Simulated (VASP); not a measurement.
Input:

```
CELL_PARAMETERS angstrom
      3.58749     0.00000     0.00000
      0.00000     3.58749     0.00000
      0.00000     0.00000     5.17943
ATOMIC_POSITIONS crystal
  Zr 0.00000 0.00000 0.00000
  Zr 0.50000 0.50000 0.50000
  O  0.00000 0.50000 0.29797
  O  0.00000 0.50000 0.79797
  O  0.50000 0.00000 0.20203
  O  0.50000 0.00000 0.70203
```

All values below come from PBEsol GGA, VASP's PBE PAW potentials (set 64) (plane waves; VASP 6.6.1). Settings: 520 eV cut-off, 7×7×5 Γ-centred mesh, tetrahedra with Blöchl corrections, potentials Zr_sv O.

Question: Estimate the energy per atom (σ→0).

Answer: 
```yaml
energy per atom (σ→0): -964.4 kJ/mol-atom
```

Total energies compare only between runs with the same potentials, cut-off and functional.

The structure comes from a computed database's ZrO2 entry (P4_2/nmc); how it stands against other phases isn't given here. It was relaxed first.
